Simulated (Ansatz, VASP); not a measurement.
# InAs in two plane-wave programs

One calculation is typed for both programs; each brings its own data sets. How far apart do they land? The structure shown is the end of the Ansatz relaxation below.

Calculated with Ansatz 0.2.0; plane waves, with VASP 6.6.1 beside it; single point at RPBE.

## (1) Set-up

Symmetry: F-43m, No. 216, cubic system. Conventional cell: a = 6.169 Å, b = 6.169 Å, c = 6.169 Å, α = 90.00°, β = 90.00°, γ = 90.00°. In has 4 As at 2.67 Å nearest. As has 4 In at 2.67 Å nearest. Farther neighbours are not listed.

## (2) Ansatz: relaxation, RPBE

Ansatz runs on its default PAW (the set named soft_2) files.

This run makes the geometry at which the two programs are then compared.

Contents of input.yaml:

```yaml
crystal:
  lattice:
    - [0.0, 3.127323487, 3.127323487]
    - [3.127323487, 0.0, 3.127323487]
    - [3.127323487, 3.127323487, 0.0]
  atoms:
    - { symbol: In, position: [0.0, 0.0, 0.0] }
    - { symbol: As, position: [0.25, 0.25, 0.25] }
kpoints:
  mp_grid: { grid: [12, 12, 12] }
hamiltonian:
  xc: rpbe
scf:
  occupations: { method: methfessel_paxton, width: 0.2 }
output:
  forces: true
  stress: true
  eigenvalues: true
relax:
  adjacent_minimum: "off"
  f_tol: 0.001
  max_steps: 60
  cell: { stress_tol: 0.05, p_target: 2.0 }
```

Launch:

```console
$ ansatz run input.yaml --threads 4 --pin off --max-ram 8192MiB --backend cpu --events-out ev --progress --plain --runs-dir out
```

Numbers of over 12 decimals in the logs are rounded to 6 here.

What it wrote:

```text
Engine: ansatz 0.2.0, aarch64-unknown-linux-gnu
Pseudopotentials: kind: paw
Pseudopotential: In, paw, valence charge 13, recommended cutoff 420 eV (normal), In.paw.azcp
Pseudopotential: As, paw, valence charge 15, recommended cutoff 420 eV (normal), As.paw.azcp
Functional definition: RPBE
  parameter kappa = 0.804
  parameter beta = 0.066725
  exchange = rpbe_x(kappa = kappa, mu = beta*pi^2/3)
  correlation = pbe_c(beta = beta)
Crystal: 2 atoms, lattice volume = 61.171 Å³
Basis set: ecut = 420 eV, 1243 PW (Γ), exchange–correlation on 60×60×60 points (8 copies of the dense FFT grid, shifted against one another)
Bands: 18, of which v1, the nominal top of the filled ones, is band 14 counted from 1 (13 counted from 0)
Symmetry: 24 space group operations
Space group: F-43m (ITA 216), of the structure as read, at distance tolerance 3.9e-5 Å
k-points: 72 of 1728 (time reversal used)
Non-local potential: In, projectors of the file, l = 0: 2, l = 1: 2, l = 2: 2, l = 3: 2
Non-local potential: As, projectors of the file, l = 0: 2, l = 1: 2, l = 2: 3, l = 3: 1
PAW form: soft (Blöchl's): semilocal exchange-correlation on the pseudo side does not see the compensation charge
PAW frozen core: In, regenerated for the run's functional, and the local potential with it (the file was generated under x = pbe(κ = 0.804, μ = 0.219515), c = pbe(β = 0.066725))
PAW frozen core: As, regenerated for the run's functional, and the local potential with it (the file was generated under x = pbe(κ = 0.804, μ = 0.219515), c = pbe(β = 0.066725))
PAW one-centre angular grid: In, 590 points (default); XC on 64 Gauss nodes
PAW one-centre angular grid: As, 590 points (default); XC on 64 Gauss nodes
Initial density: superposition of atomic densities (neutral atoms: chi_scale 0, normalization atom), corrected by the library's trained network
Initial wavefunctions: pseudopotential atomic-orbital guess
Functional: x = rpbe, c = pbe(β = 0.066725)
SCF iter   1: F=—  HF=-10468.799673 eV  |F-HF|=—  |Δ(HF+E_count)|=         —  Δρ=3.06e-3  dr2=5.98e-3  ethr=1.77e-3  ⟨swp⟩=5.1  Hψ=6033  notcnv=0
preconditioner: auto → none  [insulator: Δε(μ)=0.585 eV  Ē_g=14.426 eV  σ=0.200 eV  W_gap=0.69  n_scr=14 (ndim 8)  ℏωp=20.1 eV  f_vac=0.130  D(μ)=0.06/eV (n_scr^D=0)  ε∞_Penn≈2.9]
SCF iter   2: F=—  HF=-10468.797093 eV  |F-HF|=—  |Δ(HF+E_count)|=   2.58e-3  S|Δr|=    0.00e0  Δρ=8.30e-4  dr2=6.58e-4  ethr=2.14e-5  ⟨swp⟩=2.0  Hψ=2521  notcnv=0
SCF iter   3: F=—  HF=-10468.796982 eV  |F-HF|=—  |Δ(HF+E_count)|=   1.11e-4  S|Δr|=    0.00e0  Δρ=3.87e-4  dr2=8.26e-5  ethr=2.35e-6  ⟨swp⟩=2.0  Hψ=1943  notcnv=0
SCF iter   4: F=—  HF=-10468.797041 eV  |F-HF|=—  |Δ(HF+E_count)|=   5.87e-5  S|Δr|=    0.00e0  Δρ=9.31e-5  dr2=4.32e-6  ethr=2.95e-7  ⟨swp⟩=2.1  Hψ=1645  notcnv=0
SCF iter   5: F=—  HF=-10468.797044 eV  |F-HF|=—  |Δ(HF+E_count)|=   3.22e-6  S|Δr|=    0.00e0  Δρ=2.91e-5  dr2=4.04e-7  ethr=1.54e-8  ⟨swp⟩=2.0  Hψ=2305  notcnv=0
SCF iter   6: F=-10468.797046 eV  HF=-10468.797046 eV  |F-HF|=7.59e-8  |Δ(HF+E_count)|=   1.59e-6  S|Δr|=    0.00e0  Δρ=8.38e-6  dr2=2.77e-8  ethr=3.57e-10  ⟨swp⟩=6.7  Hψ=5972  notcnv=0
SCF 1 converged in 6 iterations: F = -10468.797046 eV  dr2 = 2.77e-8
  greatest PAW one-centre occupation: 0.999 electrons in one spin orbital (limit 2), on the As atom at site 1 (counted from 0), in its partial waves of l = 2
relax step   1: F+E_penalty+E_count = -10468.79704575 eV  Δ(F+E_penalty+E_count) = +0.000e0 eV  max|allowed force component| = 1.099e-16 eV/Å  Δτ_max = 0.0000 Å  P = +0.003 GPa  Ω = 61.171 Å³  (6 SCF iters, dr2 threshold 1.00e-7 eV, accepted)
[...]
relax step   2: F+E_penalty+E_count = -10468.76131708 eV  Δ(F+E_penalty+E_count) = +3.573e-2 eV  max|allowed force component| = 3.426e-17 eV/Å  Δτ_max = 0.0000 Å  P = +3.275 GPa  Ω = 57.366 Å³  energy of the carried Pulay correction = +8.212e-4 eV  (5 SCF iters, dr2 threshold 2.00e-7 eV, accepted)
[...]
relax step   3: F+E_penalty+E_count = -10468.78390519 eV  Δ(F+E_penalty+E_count) = -2.259e-2 eV  max|allowed force component| = 2.718e-17 eV/Å  Δτ_max = 0.0000 Å  P = +1.907 GPa  Ω = 58.791 Å³  energy of the carried Pulay correction = +5.075e-4 eV  (5 SCF iters, dr2 threshold 2.00e-7 eV, accepted)
[...]
relax step   4: F+E_penalty+E_count = -10468.78271579 eV  Δ(F+E_penalty+E_count) = +1.189e-3 eV  max|allowed force component| = 1.561e-17 eV/Å  Δτ_max = 0.0000 Å  P = +1.997 GPa  Ω = 58.692 Å³  energy of the carried Pulay correction = +5.292e-4 eV  (4 SCF iters, dr2 threshold 2.18e-8 eV, accepted)
[...]
relax step   5: F+E_penalty+E_count = -10468.78219296 eV  Δ(F+E_penalty+E_count) = +5.228e-4 eV  max|allowed force component| = 1.793e-17 eV/Å  Δτ_max = 0.0000 Å  P = +1.996 GPa  Ω = 58.692 Å³  stress off target by 4.02e-3 GPa  SCF on the basis re-selected at this cell (its energy is not comparable with the rows above)  (6 SCF iters)
basis re-selected at this cell: Δ(F+E_penalty+E_count) = +5.228e-4 eV, ΔP = -0.001 GPa vs the last step (what re-selecting the basis moved, of the pressure what is left beyond the Pulay correction that the steps carried, after the strain that the cell walked since its last selection, with what the two solves' SCF thresholds leave and, on support functions, any second-order correction that the steps lacked; it is no m [...]
SCF converged after 6 iterations
Stability not checked: this state was not tested for a lower state beside it, because cold or Methfessel-Paxton smearing, or corrected tetrahedra, fill the levels in a way that the test cannot read (fill_not_monotonic; see scf.lower_state_search)
Free energy (F): -10468.782193 eV
Harris-Foulkes:  -10468.782193 eV  (|F-HF|=7.28e-12)
Internal energy: -10468.782726 eV  (E = F + TS)
E sigma→0 (E₀):  -10468.782326 eV
Entropy (-TS):   0.000533 eV (0.266 meV/atom)
Fermi energy:    7.229289 eV
Step filling:    the computed levels leave a gap of 0.0000 eV = 0.0 smearing widths at the electron count; against every level under it full and every level over it empty, smearing changes F+E_penalty+E_count by +0.201 meV and its σ→0 estimate by +0.068 meV
--- Per-component energies (eV) ---
  E_band       = -326.779764
  E_kinetic    = 345.327507
  E_local      = -3354.016340  (includes V_loc(G=0)·N_el)
  E_nonlocal   = -305.038574
  E_hartree    = 1617.296820
  E_xc         = -294.459762
  E_vxc        = -177.204609  (∫ρ·V_xc dr)
  E_paw        = -6004.411070  (= ΣΔE_a)
  E_vpaw       = -70.441396  (= ΣTr[D̂ρ^β])
  E_aug_tail   = 0.000034  (compensation charges beyond the density's cutoff)
  E_ewald      = -2473.314541
  E_core_change = -0.166799  (= ΣΔE_core)
  E_smearing   = 0.000533  (= −TS)
  E_closure    = -0.000000  (closes the sum)
  Σ components = -10468.782193   (vs F -10468.782193, Δ=0.00e0)
--- Forces (eV/Å), atoms counted from 1 ---
  atom   1  In     0.00000000     0.00000000    -0.00000000
  atom   2  As    -0.00000000    -0.00000000     0.00000000
  max |Σ_I F_I| component: 3.19e-17 eV/Å
--- Stress (GPa, compression-positive) ---
        1.995985      -0.000000      -0.000000
        0.000000       1.995985       0.000000
       -0.000000       0.000000       1.995985
  P = ⅓ Tr σ = 1.9960 GPa (19.960 kbar)
--- Band table (eV; the first three rows and the last of 72) ---
  k-point 0: bands = [... 10 lower, -4.2656, 6.8106, 7.1845, 7.1845, 7.1845, 11.1170, 11.1170, 11.1170]
  k-point 1: bands = [... 10 lower, -4.2010, 5.8860, 7.1033, 7.1033, 7.8926, 11.1453, 11.2408, 11.2408]
  k-point 2: bands = [... 10 lower, -4.0144, 4.7409, 6.9040, 6.9040, 8.3356, 11.4803, 11.5281, 11.5281]
  k-point 71: bands = [... 10 lower, -2.4667, 1.7704, 4.5120, 4.6068, 11.1809, 11.5604, 12.1123, 13.3635]
--- Relaxed structure (4 steps of the walk, 4 accepted, 1 SCFs on fresh bases) ---
  F+E_penalty+E_count = -10468.78219296 eV   max|allowed force component| = 1.793e-17 eV/Å   (the final SCF, on the basis selected at the relaxed cell)
  cell:  # Å, volume = 58.6918 Å³
    - [0, 3.084484, 3.084484]
    - [3.084484, 0, 3.084484]
    - [3.084484, 3.084484, 0]
  atoms:
    - { symbol: In, position: [0, 0, 0] }
    - { symbol: As, position: [0.25, 0.25, 0.25] }
```

## (3) VASP: single point, RPBE, pair 1

The same cell, functional, mesh and smearing now go to VASP, with its own data sets.

Lines of VASP's logs that name or quote its potential files are left out, and so is its time.

Contents of INCAR:

```
SYSTEM = InAs
PREC = Accurate
ENCUT = 500
EDIFF = 1E-06
NELM = 120
ISMEAR = 1
SIGMA = 0.2
LREAL = .FALSE.
ALGO = Normal
GGA = RP
NBANDS = 15
LORBIT = 11
LWAVE = .FALSE.
LCHARG = .FALSE.
ISIF = 2
LASPH = .TRUE.
GGA_COMPAT = .FALSE.
```

Contents of POSCAR:

```
InAs
1.0
    0.0000000000      3.0844838041      3.0844838041
    3.0844838041      0.0000000000      3.0844838041
    3.0844838041      3.0844838041      0.0000000000
In As
1 1
Direct
    0.0000000000      0.0000000000      0.0000000000
    0.2500000000      0.2500000000      0.2500000000
```

Contents of KPOINTS:

```
Automatic mesh
0
Gamma
12 12 12
0 0 0
```

PAW data sets: In_d and As (PBE family, release 64).

Launch:

```console
$ mpirun -np 1 vasp_std
```

What it wrote:

```text
[banner, memory and clock lines left out]
running    1 mpi-ranks, on    1 nodes
 distrk:  each k-point on    1 cores,    1 groups
 distr:  one band on    1 cores,    1 groups

 POSCAR found type information on POSCAR InAs
 POSCAR found :  2 types and       2 ions
|                                                                             |
|               ----> ADVICE to this user running VASP <----                  |
|                                                                             |
|     You enforced a specific xc type in the INCAR file but a different       |
|     [... a line on the potential file left out ...]
|     I HOPE YOU KNOW WHAT YOU ARE DOING!                                     |
|                                                                             |

 LDA part: xc-table for (Slater+PW92), standard interpolation
 POSCAR, INCAR and KPOINTS ok, starting setup
 FFT: planning ... GRIDC
 FFT: planning ... GRID_SOFT
 FFT: planning ... GRID
 WAVECAR not read
 entering main loop
       N       E                     dE             d eps       ncg     rms          rms(c)
DAV:   1     0.110885094610E+03    0.11089E+03   -0.81468E+03  2160   0.123E+03
DAV:   2     0.307733912287E+00   -0.11058E+03   -0.10667E+03  2349   0.291E+02
DAV:   3    -0.706013043060E+01   -0.73679E+01   -0.73245E+01  2734   0.775E+01
DAV:   4    -0.725160371847E+01   -0.19147E+00   -0.19142E+00  2727   0.141E+01
DAV:   5    -0.726004539671E+01   -0.84417E-02   -0.84416E-02  3185   0.243E+00    0.412E+00
DAV:   6    -0.704386934561E+01    0.21618E+00   -0.36360E-01  3385   0.961E+00    0.233E+00
DAV:   7    -0.703189020920E+01    0.11979E-01   -0.11666E-01  2965   0.284E+00    0.764E-01
DAV:   8    -0.703724830208E+01   -0.53581E-02   -0.14311E-02  2517   0.138E+00    0.149E-01
DAV:   9    -0.703864879119E+01   -0.14005E-02   -0.14922E-03  2685   0.327E-01    0.843E-02
DAV:  10    -0.703906715469E+01   -0.41836E-03   -0.41015E-04  2531   0.222E-01    0.452E-02
DAV:  11    -0.703924321710E+01   -0.17606E-03   -0.44714E-04  2426   0.155E-01    0.235E-02
DAV:  12    -0.703924293451E+01    0.28258E-06   -0.86403E-06  2800   0.293E-02
   1 F= -.70392429E+01 E0= -.70394199E+01  d E =0.530915E-03
```

From OUTCAR (step 3):

```text
ion  position               nearest neighbor table
   1  0.000  0.000  0.000-   2 2.67   2 2.67   2 2.67   2 2.67
   2  0.250  0.250  0.250-   1 2.67   1 2.67   1 2.67   1 2.67

  LATTYP: Found a face centered cubic cell.
 ALAT       =     6.1689676082

 Subroutine GETGRP returns: Found 24 space group operations
 (whereof 24 operations were pure point group operations)

The static configuration has the point symmetry T_d .

 Found     72 irreducible k-points:

   k-points           NKPTS =     72   k-points in BZ     NKDIM =     72   number of bands    NBANDS=     15

   dimension x,y,z NGX =    32 NGY =   32 NGZ =   32
   dimension x,y,z NGXF=    64 NGYF=   64 NGZF=   64

   ENCUT  =  500.0 eV  36.75 Ry    6.06 a.u.   7.95  7.95  7.95*2*pi/ulx,y,z

   NELECT =      18.0000    total number of electrons

 k-points in reciprocal lattice and weights: Automatic mesh
   0.00000000  0.00000000  0.00000000       0.001
   0.08333333  0.00000000  0.00000000       0.005
   0.16666667  0.00000000  0.00000000       0.005
   0.25000000  0.00000000  0.00000000       0.005
   0.33333333  0.00000000  0.00000000       0.005
   0.41666667  0.00000000  0.00000000       0.005
   0.50000000  0.00000000  0.00000000       0.002
   0.08333333  0.08333333  0.00000000       0.003
   0.16666667  0.08333333  0.00000000       0.014
[...]
-0.33333333  0.50000000  0.16666667       0.007
  -0.25000000  0.50000000  0.25000000       0.003

 average (electrostatic) potential at core
       1 -97.0799       2 -50.1403

 E-fermi :   4.0784

 k-point     1 :       0.0000    0.0000    0.0000
  band No.  band energies     occupation
    ...
      6      -7.4149      2.00000
      7       3.6584      2.01140
      8       4.0336      1.36900
      9       4.0336      1.36900
     10       4.0336      1.36899
     11       7.9577     -0.00000
     12       7.9577     -0.00000
     13       7.9577     -0.00000
     14      11.5665      0.00000
     15      13.5493      0.00000

 k-point     2 :       0.0833    0.0000    0.0000
  band No.  band energies     occupation
    ...
      5     -10.1724      2.00000
      6      -7.3503      2.00000
      7       2.7340      2.00000
      8       3.9523      1.86661
      9       3.9523      1.86661
     10       4.7407     -0.00003
     11       7.9863     -0.00000
     12       8.0815      0.00000
     13       8.0815      0.00000
     14      11.9652      0.00000
    ...

 k-point     3 :       0.1667    0.0000    0.0000
  band No.  band energies     occupation
    ...
      5     -10.1722      2.00000
      6      -7.1638      2.00000
      7       1.5884      2.00000
      8       3.7527      2.04350
      9       3.7527      2.04350
     10       5.1825     -0.00000
     11       8.3222      0.00000
     12       8.3687      0.00000
     13       8.3687      0.00000
     14      12.5984      0.00000
    ...

  Total        0.7496531      0.7496531      0.7496531     -0.0000000      0.0000000     -0.0000000
  in kB       20.4641387     20.4641387     20.4641387     -0.0000000      0.0000000     -0.0000000
  external PRESSURE =      20.4641387 kB  Pullay stress =       0.0000000 kB

  energy-cutoff  :      500.00
  volume of cell :       58.69
      direct lattice vectors                 reciprocal lattice vectors
     0.000000000  3.084483804  3.084483804    -0.162101678  0.162101678  0.162101678
     3.084483804  0.000000000  3.084483804     0.162101678 -0.162101678  0.162101678
     3.084483804  3.084483804  0.000000000     0.162101678  0.162101678 -0.162101678

 POSITION                                       TOTAL-FORCE (eV/Angst)
 -----------------------------------------------------------------------------------
      0.00000      0.00000      0.00000         0.000000      0.000000      0.000000
      1.54224      1.54224      1.54224        -0.000000     -0.000000     -0.000000
 -----------------------------------------------------------------------------------
    total drift:                               -0.000000     -0.000000      0.000000

  FREE ENERGIE OF THE ION-ELECTRON SYSTEM (eV)
  ---------------------------------------------------
  free  energy   TOTEN  =        -7.0392429345 eV

  energy  without entropy=       -7.0397738495  energy(sigma->0) =       -7.03941991

 total charge
# of ion       s       p       d       tot
------------------------------------------
    1        0.845   0.673   9.881  11.399
    2        1.218   1.541   0.019   2.779
--------------------------------------------------
tot          2.063   2.215   9.900  14.178

[... 3 further parts left out ...]
```

The run ends at a pressure of 2.05 GPa.

(Continued in part 2 of 2.)

[Lines on the potential files, build, host, timing and source positions are cut from VASP's logs without a mark.]

[Logs are printed without paths, hosts, clocks, repeated set-up lines and the standing remarks that a program may print on its own settings, such as how far it seeks lower states.]

[Hosts, paths, dates, database ids (printed as entryN), source tags and the programs' standing remarks are cut or masked in the printed files.]
